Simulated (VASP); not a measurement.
Here is the system:

```
SrTe
1.0
    0.00000     3.32644     3.32644
    3.32644     0.00000     3.32644
    3.32644     3.32644     0.00000
Sr Te
1 1
Direct
  0.00000   0.00000   0.00000
  0.50000   0.50000   0.50000
```

Level of theory: optB86b-vdW, VASP's PBE PAW potentials (set 64) (plane waves; VASP). Run with 520 eV cut-off, Gaussian smearing of 0.050 eV, potentials Sr_sv Te.

Unless said otherwise, spin-orbit coupling is left out, though it shifts the bands of the heavy elements here.

### Question
What does the run give for the band gap (along the path) with the smallest direct gap where there is one?

### Answer

| Item | Result |
|---|---|
| band gap (along the path) | 1.69 eV |
| smallest direct gap (along the path) | 2.43 eV |

Only differences to runs with the same potentials and settings are physical.

The compound is SrTe in the rock salt structure. It was relaxed first.
